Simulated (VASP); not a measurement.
W: single point with PBE

W:

```
CELL_PARAMETERS angstrom
-1.57486 1.57486 1.57486
1.57486 -1.57486 1.57486
1.57486 1.57486 -1.57486
ATOMIC_POSITIONS crystal
W 0.00000 0.00000 0.00000
```

The cell isn't the ideal one: a relaxed cell with its volume scaled by 0.97.

- Program: VASP 6.6.1
- Task: single point
- Functional: PBE
- Potentials or basis: VASP PAW PBE potentials, release 64 (W_sv)
- Cutoff: 250 eV
- k mesh: 18 × 18 × 18
- Occupations: gaussian, width 0.1 eV
- Spin: no spin polarisation

| Item | Value |
| --- | --- |
| Band gap on the k mesh | none (metal or under the smearing width) |

Levels at points of the mesh, in eV from the Fermi level:
```
           k point  band 4  band 5  band 6  band 7  band 8  band 9  band 10  band 11
(0.00, 0.00, 0.00)  -37.68   -9.72   -1.25   -1.25   -1.25    2.30     2.30    14.56
(0.50, 0.00, 0.00)  -37.69   -6.37   -3.64    0.73    2.21    3.21     6.30    11.33
(0.50, 0.50, 0.50)  -38.62   -5.95   -5.95    5.29    5.29    5.29     8.37     8.37
```

Run time: 9 s on 1 thread of Intel(R) Xeon(R) Platinum 8259CL CPU @ 2.50GHz (Skylake/Cascade Lake) (shared host), peak memory 0.12 GiB.

 The run has no spin-orbit coupling, so splittings on W are missing.
